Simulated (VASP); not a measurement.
Runs of VASP 6.6.1 on Al15CoN16 (a cell with a defect). The cell holds a defect, 32 atoms: a = 6.220 Å, b = 6.220 Å, c = 9.960 Å, α = 90.00°, β = 90.00°, γ = 120.00°. 

```tsv
task	level	spin	U	fixed moment (μB)	cell	k mesh	grid for exact exchange (PRECFOCK)	screening parameter	mesh quality	moment (μB)	largest force (eV/Å)
single point	PBEsol+U	collinear, zero start	Co d U = 6 eV	0	as given	3 × 3 × 2	-	-	coarse	0.00	(b)
single point	PBEsol+U	collinear, ferromagnetic start	Co d U = 4 eV	4	as given	3 × 3 × 2	-	-	coarse	4.00	0.73
single point	PBEsol+U	collinear, zero start	Co d U = 4 eV	0	as given	4 × 4 × 2	-	-	not flagged	0.00	0.53
relaxation of the atoms	PBEsol+U	collinear, zero start	Co d U = 4 eV	0	atoms relaxed from: atoms moved at random, drawn with an rms of 0.05 Å	3 × 3 × 2	-	-	coarse	0.00	0.03
single point	PBEsol	collinear, zero start	-	0	as given	3 × 3 × 2	-	-	coarse	0.00	(a)
single point	HSE06	collinear, zero start	-	0	as given	2 × 2 × 2	Fast	0.2 1/A	coarse	0.00	0.46
single point	PBEsol+U	collinear, ferromagnetic start	Co d U = 4 eV	-	as given	3 × 3 × 2	-	-	coarse	0.62	0.30
```

Alike in all rows: potentials or basis VASP PAW PBE potentials, release 64 (Co, Al, N); cutoff (eV) 450; smearing gaussian 0.03 eV.

Q: Fill in the values left out.

A: (a) 0.44; (b) 0.59.

Caveats: some runs use coarse meshes; the PAW data sets were made with another functional, which shifts forces and pressure a little; the total moment is fixed, so each spin has its own Fermi level (some runs).
